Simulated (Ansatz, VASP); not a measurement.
# V3HgN in two plane-wave programs

One calculation is typed for both programs; each brings its own data sets and cutoff. How far apart do they land? The cell is invented: As first built, before any earlier steps moved the atoms (in the runner's words): it takes the Mn3HgN structure with some of its atoms replaced by other elements, volume scaled by an estimate. It may not be a known or stable phase. The cell is taken from a series of VASP runs on this material, whose earlier steps may have relaxed, scaled or displaced it; both programs get it as it stands.

Calculated with Ansatz 0.2.0; plane waves, with VASP 6.6.1 beside it; single point at PBE.

### Step 1. The structure

Symmetry: Pm-3m, No. 221, cubic system. The conventional cell has a = 4.017 Å, b = 4.017 Å, c = 4.017 Å, α = 90.00°, β = 90.00°, γ = 90.00°. Nearest to Hg lie 12 V at 2.84 Å. Nearest to V lie 2 N at 2.01 Å. Nearest to N lie 6 V at 2.01 Å. As first built, before any earlier steps moved the atoms (in the runner's words): sites of the Mn3HgN structure (space group 221) filled with other elements, volume scaled by an estimate. Farther neighbours and most contacts between anions are not listed.

### Step 2. Ansatz: single point, PBE

Ansatz runs on its default PAW (the set named soft_2) files.

With cell and atoms fixed, the geometry can't cause a difference; cores, projectors, grids and the points listed under the comparison can.

Input file input.yaml:

```yaml
crystal:
  lattice:
    - [4.0169311694, 0.0, 0.0]
    - [0.0, 4.0169311694, 0.0]
    - [0.0, 0.0, 4.0169311694]
  atoms:
    - { symbol: Hg, position: [0.5, 0.5, 0.5] }
    - { symbol: V, position: [0.5, 0.0, 0.0], spin: 2.0 }
    - { symbol: V, position: [0.0, 0.5, 0.0], spin: 2.0 }
    - { symbol: V, position: [0.0, 0.0, 0.5], spin: 2.0 }
    - { symbol: "N", position: [0.0, 0.0, 0.0] }
hamiltonian:
  xc: pbe
  pseudopotentials: { kind: paw }
magnetization:
  spin_polarized: true
kpoints:
  mp_grid: { grid: [7, 7, 7] }
scf:
  occupations: { method: fermi_dirac, width: 0.05 }
  n_extra_bands: 5
output:
  forces: true
  stress: true
  eigenvalues: true
```

Command:

```sh
$ ansatz run input.yaml --threads 2 --pin off --max-ram 4608MiB --backend cpu --events-out ev --progress --plain --runs-dir out
```

Numbers of over 12 decimals in the logs are rounded to 6 here.

What it wrote:

```text
Warning: the band count 37 (scf.n_extra_bands) hosts the net moment |M| = 6.0000 μB (N_el = 64) but caps the reachable moment at 2·n_bands − N_el = 10.0000 μB, below the 42 bands that the automatic rule leaves for it — a moment growing past the seed, or the majority channel's smearing tail, pins there with fewer empty majority states than that count leaves; raise or omit scf.n_extra_bands unless the cap is intended
scf.n_extra_bands = 5 over 32 filled bands (N_el = 64.0): the run solves 37 bands
Engine: ansatz 0.2.0, x86_64-unknown-linux-gnu
Pseudopotentials: kind: paw
Pseudopotential: Hg, paw, valence charge 20, recommended cutoff 420 eV (normal), Hg.paw.azcp
Pseudopotential: V, paw, valence charge 13, recommended cutoff 420 eV (normal), V.paw.azcp
Pseudopotential: N, paw, valence charge 5, recommended cutoff 420 eV (normal), N.paw.azcp
Functional definition: PBE
  parameter kappa = 0.804
  parameter beta = 0.066725
  exchange = pbe_x(kappa = kappa, mu = beta*pi^2/3)
  correlation = pbe_c(beta = beta)
Crystal: 5 atoms, lattice volume = 64.816 Å³
Basis set: ecut = 420 eV, 1309 PW (Γ), exchange–correlation on 54×54×54 points (8 copies of the dense FFT grid, shifted against one another)
Bands: 37, of which v1, the nominal top of the filled ones, is band 32 counted from 1 (31 counted from 0)
Symmetry: 48 space group operations
Space group: Pm-3m (ITA 221), of the structure as read, at distance tolerance 4.0e-5 Å
Magnetic group: BNS 221.92 (UNI 1594), of the structure as read, at distance tolerance 4.0e-5 Å
k-points: 20 of 343
Non-local potential: Hg, projectors of the file, l = 0: 3, l = 1: 2, l = 2: 2, l = 3: 1
Non-local potential: V, projectors of the file, l = 0: 3, l = 1: 2, l = 2: 3, l = 3: 1
Non-local potential: N, projectors of the file, l = 0: 2, l = 1: 2, l = 2: 1
PAW form: soft (Blöchl's): semilocal exchange-correlation on the pseudo side does not see the compensation charge
PAW one-centre angular grid: Hg, 590 points (default); XC on 64 Gauss nodes
PAW one-centre angular grid: V, 590 points (default); XC on 64 Gauss nodes
PAW one-centre angular grid: N, 110 points (default); XC on 64 Gauss nodes
Initial density: superposition of atomic densities (chi_scale 0.1, normalization cell, long waves kept (reshape's long-wave potential 0.01 eV rms))
Starting moments: Σ|m| = 6 μB on 3 of 5 sites
Initial wavefunctions: pseudopotential atomic-orbital guess
Functional: x = pbe(κ = 0.804, μ = 0.219515), c = pbe(β = 0.066725)
SCF iter   1: F=—  HF=-22936.300410 eV  |F-HF|=—  |Δ(HF+E_count)|=         —  Δρ=8.24e-2 (↑8.24e-2 ↓7.83e-2)  dr2=2.72e0  dr2_m=3.46e0  M=1.782 μB ∫|m|=2.163 μB  β_m=0.30  ethr=3.10e-3  ⟨swp⟩=3.3  Hψ=4497  notcnv=0
Mixer restart at iter 1: flushing history
preconditioner: auto → Kerker (q_TF=auto, 2.723 Å⁻¹)  [metal: Δε(μ)=0.007 eV  Ē_g=6.982 eV  σ=0.050 eV  W_gap=0.04  n_scr=26 (ndim 8)  ℏωp=26.1 eV  f_vac=0.000  D(μ)=4.51/eV (n_scr^D=56)]
spin=Collinear: Kerker preconditioning applied to the charge; magnetization (m = ρ↑ − ρ↓) channel mixes plain (no charge-response kernel on spin).
SCF iter   2: F=—  HF=-22936.260259 eV  |F-HF|=—  |Δ(HF+E_count)|=   4.02e-2  Δρ=5.88e-2 (↑5.82e-2 ↓5.88e-2)  dr2=1.29e0  dr2_m=1.86e0  M=1.722 μB ∫|m|=2.021 μB  β_m=0.65  ethr=3.10e-3  ⟨swp⟩=1.7  Hψ=1976  notcnv=0
SCF iter   3: F=—  HF=-22936.711970 eV  |F-HF|=—  |Δ(HF+E_count)|=   4.52e-1  Δρ=1.88e-2 (↑1.88e-2 ↓1.22e-2)  dr2=1.18e-1  dr2_m=1.27e-1  M=1.033 μB ∫|m|=1.147 μB  β_m=0.70  ethr=2.02e-3  ⟨swp⟩=2.0  Hψ=2280  notcnv=0  defer=1
SCF iter   4: F=—  HF=-22936.692544 eV  |F-HF|=—  |Δ(HF+E_count)|=   1.94e-2  Δρ=7.68e-3 (↑6.27e-3 ↓7.68e-3)  dr2=8.59e-3  dr2_m=2.71e-2  M=0.627 μB ∫|m|=0.694 μB  β_m=0.85  ethr=1.84e-4  ⟨swp⟩=2.4  Hψ=2740  notcnv=0
SCF iter   5: F=—  HF=-22936.700770 eV  |F-HF|=—  |Δ(HF+E_count)|=   8.23e-3  Δρ=3.24e-3 (↑3.24e-3 ↓1.40e-3)  dr2=6.44e-3  dr2_m=2.26e-3  M=0.205 μB ∫|m|=0.226 μB  β_m=0.92  ethr=1.34e-5  ⟨swp⟩=2.0  Hψ=2801  notcnv=0
SCF iter   6: F=—  HF=-22936.704493 eV  |F-HF|=—  |Δ(HF+E_count)|=   3.72e-3  Δρ=1.30e-3 (↑7.56e-4 ↓1.30e-3)  dr2=9.63e-4  dr2_m=3.16e-4  M=0.068 μB ∫|m|=0.074 μB  β_m=0.96  ethr=1.01e-5  ⟨swp⟩=2.0  Hψ=2767  notcnv=0
SCF iter   7: F=—  HF=-22936.704578 eV  |F-HF|=—  |Δ(HF+E_count)|=   8.44e-5  Δρ=7.46e-4 (↑6.05e-4 ↓7.46e-4)  dr2=6.31e-5  dr2_m=2.63e-4  M=0.052 μB ∫|m|=0.056 μB  β_m=0.98  ethr=1.50e-6  ⟨swp⟩=2.0  Hψ=2594  notcnv=0
SCF iter   8: F=—  HF=-22936.704589 eV  |F-HF|=—  |Δ(HF+E_count)|=   1.16e-5  Δρ=1.09e-4 (↑1.01e-4 ↓1.09e-4)  dr2=9.71e-6  dr2_m=4.52e-6  M=0.006 μB ∫|m|=0.007 μB  β_m=0.99  ethr=9.86e-8  ⟨swp⟩=3.0  Hψ=3145  notcnv=0
SCF iter   9: F=—  HF=-22936.705088 eV  |F-HF|=—  |Δ(HF+E_count)|=   4.98e-4  Δρ=7.36e-5 (↑3.37e-5 ↓7.36e-5)  dr2=1.90e-6  dr2_m=1.41e-6  M=-0.004 μB ∫|m|=0.005 μB  β_m=0.98  ethr=1.52e-8  ⟨swp⟩=2.0  Hψ=2620  notcnv=0
SCF iter  10: F=—  HF=-22936.705088 eV  |F-HF|=—  |Δ(HF+E_count)|=   3.79e-8  Δρ=1.07e-5 (↑1.07e-5 ↓8.26e-6)  dr2=2.39e-7  dr2_m=5.54e-9  M=0.000 μB ∫|m|=0.000 μB  β_m=0.99  ethr=2.97e-9  ⟨swp⟩=2.0  Hψ=2607  notcnv=0
SCF iter  11: F=—  HF=-22936.705088 eV  |F-HF|=—  |Δ(HF+E_count)|=   6.95e-8  Δρ=2.20e-6 (↑1.45e-6 ↓2.20e-6)  dr2=5.06e-9  dr2_m=7.79e-10  M=0.000 μB ∫|m|=0.000 μB  β_m=0.99  ethr=3.73e-10  ⟨swp⟩=2.0  Hψ=2127  notcnv=0
SCF iter  12: F=—  HF=-22936.705088 eV  |F-HF|=—  |Δ(HF+E_count)|=  7.60e-10  Δρ=8.93e-7 (↑6.26e-7 ↓8.93e-7)  dr2=1.23e-9  dr2_m=4.09e-11  M=0.000 μB ∫|m|=0.000 μB  β_m=0.95  ethr=7.90e-12  ⟨swp⟩=2.0  Hψ=2570  notcnv=0
SCF iter  13: F=-22936.705088 eV  HF=-22936.705088 eV  |F-HF|=4.37e-11  |Δ(HF+E_count)|=  2.91e-11  Δρ=1.92e-7 (↑1.92e-7 ↓1.56e-7)  dr2=6.31e-11  dr2_m=2.39e-12  M=0.000 μB ∫|m|=0.000 μB  ethr=1.92e-12  ⟨swp⟩=1.0  Hψ=3764  notcnv=0
SCF 1 converged in 13 iterations: F = -22936.705088 eV  dr2 = 6.31e-11
  greatest PAW one-centre occupation: 1.000 electrons in one spin orbital (limit 2), on the Hg atom at site 0 (counted from 0), in its partial waves of l = 0
WARN: the starting moments were not kept: the SCF closed with an absolute magnetisation of 1.1e-5 μB, where they sum to 6 μB in size (3 sites). That is at most 0.1 of that sum. Measured as dr2_m measures the in/out step, that magnetisation stands 3.0e-11 eV from none, at or under the dr2_threshold of 1.0e-7 eV: it is no larger than a step whose dr2_m would equal this threshold. The system may hold no moment; this SCF [...]
SCF converged after 13 iterations
Magnetization: 0.0000 μB (32.0000 up, 32.0000 down)
Absolute magnetization: 0.0000 μB (∫|ρ↑−ρ↓|, with the PAW one-centre terms)
Spin contamination: 0.0000 ħ² per cell (⟨S²⟩ above its minimum at these occupations)
Per-site moments (μB) at R_I (Å): [(1.1405636933295269e-7, 1.171665), (2.713903825025858e-6, 0.828492), (2.7139038249877487e-6, 0.828492), (2.713903825127802e-6, 0.828492), (4.903849322514994e-8, 0.828492)]
Free energy (F): -22936.705088 eV
Harris-Foulkes:  -22936.705088 eV  (|F-HF|=4.37e-11)
Internal energy: -22936.651579 eV  (E = F + TS)
E sigma→0 (E₀):  -22936.678333 eV
Entropy (-TS):   -0.053509 eV (-10.702 meV/atom)
Fermi energy:    17.792925 eV
--- Per-component energies (eV) ---
  E_band       = -728.692433
  E_kinetic    = 1745.457026
  E_local      = -5028.200073  (includes V_loc(G=0)·N_el)
  E_nonlocal   = -22.922344
  E_hartree    = 2232.374414
  E_xc         = -674.186919
  E_vxc        = -838.211054  (∫ρ·V_xc dr)
  E_paw        = -13407.475912  (= ΣΔE_a)
  E_vpaw       = -1049.567039  (= ΣTr[D̂ρ^β])
  E_aug_tail   = 0.001952  (compensation charges beyond the density's cutoff)
  E_ewald      = -7781.699722
  E_smearing   = -0.053509  (= −TS)
  E_closure    = 0.000000  (closes the sum)
  Σ components = -22936.705088   (vs F -22936.705088, Δ=0.00e0)
--- Forces (eV/Å), atoms counted from 1 ---
  atom   1  Hg     0.00000000    -0.00000000    -0.00000000
  atom   2  V      0.00000000    -0.00000000     0.00000000
  atom   3  V      0.00000000     0.00000000     0.00000000
  atom   4  V      0.00000000    -0.00000000     0.00000000
  atom   5  N     -0.00000000     0.00000000     0.00000000
  max |Σ_I F_I| component: 8.87e-29 eV/Å
--- Stress (GPa, compression-positive) ---
       -0.822014       0.000000       0.000000
        0.000000      -0.822014       0.000000
        0.000000       0.000000      -0.822014
  P = ⅓ Tr σ = -0.8220 GPa (-8.220 kbar)
--- Band table (eV; the first three rows and the last of 40) ---
  k-point 0 ↑: bands = [... 28 lower, 15.9520, 16.7364, 16.7364, 18.8768, 18.8768, 18.8768, 18.9290, 18.9290, ... 1 higher]
  k-point 1 ↑: bands = [... 28 lower, 16.0130, 16.4764, 16.8412, 18.5725, 18.5725, 18.5961, 18.8352, 18.9117, ... 1 higher]
  k-point 2 ↑: bands = [... 28 lower, 16.0345, 16.0345, 17.1404, 17.9600, 18.3157, 18.3157, 18.7449, 18.8493, ... 1 higher]
  k-point 19 ↓: bands = [... 28 lower, 16.4209, 17.3207, 17.3207, 17.4487, 17.9236, 17.9236, 17.9961, 19.1566, ... 1 higher]
```

It took 7.3 s on 2 threads of AMD EPYC 7R43, shared host; peak memory 0.49 GiB.

The column dr2 measures how far the density is from self-consistency, as an energy; F and HF (Harris–Foulkes) agree once it is small.

The run ends at a pressure of -0.82 GPa.

(Part 1 of 2 ends here.)

[Lines on the potential files, build, host, timing and source positions are cut from VASP's logs without a mark.]

[Logs are printed without paths, hosts, clocks, repeated set-up lines and the standing remarks that a program may print on its own settings, such as how far it seeks lower states.]

[Hosts, paths, dates, database ids (printed as entryN), source tags and the programs' standing remarks are cut or masked in the printed files.]
